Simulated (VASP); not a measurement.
# NGeClH4 in VASP: reference runs

How does NGeClH4 come out in PBE? The cell is run as given.

Everything below comes from runs of VASP 6.6.1. Logs are shortened: lines on timing, memory, paths and dates and some standing lists are left out, and cuts for length are marked.

### 1 Starting point

The cell holds a molecule in a box, 7 atoms: a = 13.000 Å, b = 12.000 Å, c = 13.000 Å, α = 90.00°, β = 90.00°, γ = 90.00°.

### 2 Single point, PBE

File INCAR:

```
SYSTEM = GeH4NCl
PREC = Accurate
ENCUT = 520
EDIFF = 1E-7
ISMEAR = 0
SIGMA = 0.01
LREAL = .FALSE.
LASPH = .TRUE.
NELM = 60
ALGO = Normal
ISIF = 2
LWAVE = .FALSE.
LCHARG = .FALSE.
GGA = PE
NBANDS = 24
```

File KPOINTS:

```
regular mesh
0
G
  1 1 1
  0 0 0
```

File POSCAR:

```
GeH4NCl
1.0
   13.0000000000      0.0000000000      0.0000000000
    0.0000000000     12.0000000000      0.0000000000
    0.0000000000      0.0000000000     13.0000000000
N Ge Cl H
1 1 1 4
Direct
    0.4331115400      0.5942791700      0.4462730800
    0.5387115400      0.5515958300      0.5290346200
    0.5244500000      0.3801041700      0.5814423100
    0.3632653800      0.5952208300      0.4803576900
    0.4280346200      0.5525458300      0.3789653800
    0.5371269200      0.6233958300      0.6262653800
    0.6387346200      0.5564291700      0.4672038500
```

Potentials or basis: VASP PAW PBE potentials, release 64 (N, Ge_d, Cl, H).

The run is started by

```
$ cat potpaw_PBE.64/N/POTCAR potpaw_PBE.64/Ge_d/POTCAR potpaw_PBE.64/Cl/POTCAR potpaw_PBE.64/H/POTCAR > POTCAR
$ mpirun -np 1 vasp_gam > vasp.out
```

OUTCAR:

```text
SYSTEM = GeH4NCl
   PREC = Accurate
   ENCUT = 520
   EDIFF = 1E-7
   ISMEAR = 0
   LREAL = .FALSE.
   LASPH = .TRUE.
   NELM = 60
   ISIF = 2
   GGA = PE

 ion  position               nearest neighbor table
   1  0.433  0.594  0.446-   5 1.01   4 1.01   2 1.82
   2  0.539  0.552  0.529-   7 1.53   6 1.53   1 1.82   3 2.18
   3  0.524  0.380  0.581-   2 2.18
   4  0.363  0.595  0.480-   1 1.01
   5  0.428  0.553  0.379-   1 1.01
   6  0.537  0.623  0.626-   2 1.53
   7  0.639  0.556  0.467-   2 1.53

  LATTYP: Found a simple tetragonal cell.
 ALAT       =    13.0000000000
 C/A-ratio  =     0.9230769231

  Lattice vectors:

 A1 = ( -13.0000000000,   0.0000000000,   0.0000000000)
 A2 = (   0.0000000000,   0.0000000000,  13.0000000000)
 A3 = (   0.0000000000,  12.0000000000,   0.0000000000)

Analysis of symmetry for initial positions (statically):
=====================================================================
 Subroutine PRICEL returns:
 Original cell was already a primitive cell.

 Routine SETGRP: Setting up the symmetry group for a
 simple tetragonal supercell.

 Subroutine GETGRP returns: Found  1 space group operations
 (whereof  1 operations were pure point group operations)
 out of a pool of 16 trial point group operations.

The static configuration has the point symmetry C_1 .

Analysis of symmetry for dynamics (positions and initial velocities):
=====================================================================
 Subroutine PRICEL returns:
 Original cell was already a primitive cell.

 Routine SETGRP: Setting up the symmetry group for a
 simple tetragonal supercell.

 Subroutine GETGRP returns: Found  1 space group operations
 (whereof  1 operations were pure point group operations)
 out of a pool of 16 trial point group operations.

The dynamic configuration has the point symmetry C_1 .

 Subroutine INISYM returns: Found  1 space group operations
 (whereof  1 operations are pure point group operations),
 and found     1 'primitive' translations

----------------------------------------------------------------------------------------

                                     Primitive cell

  volume of cell :    2028.0000

  direct lattice vectors                    reciprocal lattice vectors
    13.000000000  0.000000000  0.000000000     0.076923077  0.000000000  0.000000000
     0.000000000 12.000000000  0.000000000     0.000000000  0.083333333  0.000000000
     0.000000000  0.000000000 13.000000000     0.000000000  0.000000000  0.076923077

  length of vectors
    13.000000000 12.000000000 13.000000000     0.076923077  0.083333333  0.076923077

  position of ions in fractional coordinates (direct lattice)
     0.433111540  0.594279170  0.446273080
     0.538711540  0.551595830  0.529034620
     0.524450000  0.380104170  0.581442310
     0.363265380  0.595220830  0.480357690
     0.428034620  0.552545830  0.378965380
     0.537126920  0.623395830  0.626265380
     0.638734620  0.556429170  0.467203850

  ion indices of the primitive-cell ions
   primitive index   ion index
                 1           1
                 2           2
                 3           3
                 4           4
                 5           5
                 6           6
                 7           7

----------------------------------------------------------------------------------------

 KPOINTS: regular mesh

Automatic generation of k-mesh.
 Grid dimensions read from file:
 generate k-points for:    1    1    1

 Generating k-lattice:

  Cartesian coordinates                     Fractional coordinates (reciprocal lattice)
     0.076923077  0.000000000  0.000000000     1.000000000  0.000000000  0.000000000
     0.000000000  0.083333333  0.000000000     0.000000000  1.000000000  0.000000000
     0.000000000  0.000000000  0.076923077     0.000000000  0.000000000  1.000000000

  Length of vectors
     0.076923077  0.083333333  0.076923077

  Shift w.r.t. Gamma in fractional coordinates (k-lattice)
     0.000000000  0.000000000  0.000000000

 Subroutine IBZKPT returns following result:
 ===========================================

 Found      1 irreducible k-points:

 Following reciprocal coordinates:
            Coordinates               Weight
  0.000000  0.000000  0.000000      1.000000
   k-points           NKPTS =      1   k-points in BZ     NKDIM =      1   number of bands    NBANDS=     24
   number of dos      NEDOS =    301   number of ions     NIONS =      7
   total plane-waves  NPLWV = 864360
   dimension x,y,z NGX =    98 NGY =   90 NGZ =   98
   dimension x,y,z NGXF=   196 NGYF=  180 NGZF=  196
   ions per type =               1   1   1   4
   NGX,Y,Z   is equivalent  to a cutoff of  12.53, 12.47, 12.53 a.u.
   NGXF,Y,Z  is equivalent  to a cutoff of  25.06, 24.94, 25.06 a.u.
 SYSTEM =  GeH4NCl
   PREC   = accura    normal or accurate (medium, high low for compatibility)
   ISTART =      0    job   : 0-new  1-cont  2-samecut
   ICHARG =      2    charge: 1-file 2-atom 10-const
   ISPIN  =      1    spin polarized calculation?
   LNONCOLLINEAR =      F non collinear calculations
   LSORBIT =      F    spin-orbit coupling
   LASPH  =      T    aspherical Exc in radial PAW
   ENCUT  =  520.0 eV  38.22 Ry    6.18 a.u.  24.17 22.31 24.17*2*pi/ulx,y,z
   NELM   =     60;   NELMIN=  2; NELMDL= -5     # of ELM steps
   EDIFF  = 0.1E-06   stopping-criterion for ELM
   LREAL  =      F    real-space projection
   EDIFFG = 0.1E-05   stopping-criterion for IOM
   NSW    =      0    number of steps for IOM
   IBRION =     -1    ionic relax: 0-MD 1-quasi-New 2-CG
   NFREE  =      0    steps in history (QN), initial steepest desc. (CG)
   ISIF   =      2    stress and relaxation
   ISYM   =      2    0-nonsym 1-usesym 2-fastsym
   POTIM  = 0.5000    time-step for ionic-motion
   TEBEG  =    0.0;   TEEND  =   0.0 temperature during run
   PSTRESS=    0.0 pullay stress
   NELECT =      30.0000    total number of electrons
   NUPDOWN=      -1.0000    fix difference up-down
   EMIN   =  10.00;   EMAX   =-10.00  energy-range for DOS
   EFERMI =   0.00;   METHOD = LEGACY
   ISMEAR =     0;   SIGMA  =   0.01  broadening in eV -4-tet -1-fermi 0-gaus
   EFERMI_NEDOS =   21; number of points for ismear=-14 and -15
   IALGO  =     38    algorithm
   IMIX   =      4    mixing-type and parameters
     AMIX     =   0.40;   BMIX     =  1.00
     AMIX_MAG =   1.60;   BMIX_MAG =  1.00
  volume/ion in A,a.u.               =     289.71      1955.09
  Fermi-wavevector in a.u.,A,eV,Ry     =   0.401876  0.759436  2.197405  0.161505
  Thomas-Fermi vector in A             =   1.351762
   LORBIT       =      0    0 simple, 1 ext, 2 COOP (PROOUT), +10 PAW based schemes
   GGA     = PE    functional components
   LHFCALC =     F    Hartree Fock is set to
   AEXX    =    0.0000 exact exchange contribution
   IVDW    =     0    specifies the selected vdW correction
   LEPSILON=     F    determine dielectric tensor
   LRPA    =     F    only Hartree local field effects (RPA)
 non-spin polarized calculation
 Gauss-broadening in eV      SIGMA  =   0.01
  energy-cutoff  :      520.00
  volume of cell :     2028.00
 maximum number of plane-waves:     27285
 NGX is ok and might be reduce to    98
   NGX = 49   NGY = 45   NGZ = 49

 number of electron      30.0000005 magnetization

 Free energy of the ion-electron system (eV)
  ---------------------------------------------------
  ext. energy  EPLUGINS =         0.00000000
  ---------------------------------------------------
  free energy    TOTEN  =       -29.92765842 eV

  energy without entropy =      -29.92765842  energy(sigma->0) =      -29.92765842

 E-fermi :  -6.2272     XC(G=0):  -0.7312

 val. band max:       -6.2913595240   @ k =   0.0000   0.0000   0.0000
 cond. band min:      -0.8323580830   @ k =   0.0000   0.0000   0.0000
 fundamental gap:      5.4590014410
 Fermi energy:        -6.2272114305

 k-point     1 :       0.0000    0.0000    0.0000
  band No.  band energies     occupation
      1     -29.3236      2.00000
      2     -29.2823      2.00000
      3     -29.2340      2.00000
      4     -29.1675      2.00000
      5     -29.1617      2.00000
      6     -21.1679      2.00000
[... 16 lines left out ...]
     23       0.8476      0.00000
     24       1.0165      0.00000

------------------------ aborting loop because EDIFF is reached ----------------------------------------

  FORCE on cell =-STRESS in cart. coord.  units (eV):
  Direction    XX          YY          ZZ          XY          YZ          ZX
  --------------------------------------------------------------------------------------
  -------------------------------------------------------------------------------------
  Total        0.4544743      0.6990482      0.5153197     -0.0785326     -0.1612995      0.0552279
  in kB        0.3590476      0.5522679      0.4071171     -0.0620429     -0.1274311      0.0436316
  external PRESSURE =       0.4394775 kB  Pullay stress =       0.0000000 kB

 VOLUME and BASIS-vectors are now :
 -----------------------------------------------------------------------------
  energy-cutoff  :      520.00
  volume of cell :     2028.00
      direct lattice vectors                 reciprocal lattice vectors
    13.000000000  0.000000000  0.000000000     0.076923077  0.000000000  0.000000000
     0.000000000 12.000000000  0.000000000     0.000000000  0.083333333  0.000000000
     0.000000000  0.000000000 13.000000000     0.000000000  0.000000000  0.076923077

 POSITION                                       TOTAL-FORCE (eV/Angst)
 -----------------------------------------------------------------------------------
      5.63045      7.13135      5.80155         0.126793      0.278792     -0.025898
      7.00325      6.61915      6.87745         0.213538      0.187307      0.068567
      6.81785      4.56125      7.55875        -0.012539     -0.310031      0.112662
      4.72245      7.14265      6.24465        -0.300789      0.003038      0.157685
      5.56445      6.63055      4.92655        -0.014298     -0.174836     -0.295502
      6.98265      7.48075      8.14145        -0.013010      0.011471      0.001210
      8.30355      6.67715      6.07365         0.000305      0.004259     -0.018724
 -----------------------------------------------------------------------------------
    total drift:                               -0.000733      0.002909     -0.001564

  FREE ENERGIE OF THE ION-ELECTRON SYSTEM (eV)
  ---------------------------------------------------
  free  energy   TOTEN  =       -29.9276584177 eV

  energy  without entropy=      -29.9276584177  energy(sigma->0) =      -29.92765842
```

Run time: 1.8 min. Hardware: 1 thread of Intel Xeon 6975P-C (Granite Rapids), shared host; peak memory 1.5 GiB.

Results:

| Quantity | Value |
| --- | --- |
| Free energy | -29.9277 eV |
| Largest force | 0.344 eV/Å |
| Gap between the frontier levels | 5.46 eV |

Forces on the atoms (eV/Å):
```
N    0.127  0.279 -0.026
Ge   0.214  0.187  0.069
Cl  -0.013 -0.310  0.113
H   -0.301  0.003  0.158
H   -0.014 -0.175 -0.296
H   -0.013  0.011  0.001
H    0.000  0.004 -0.019
```
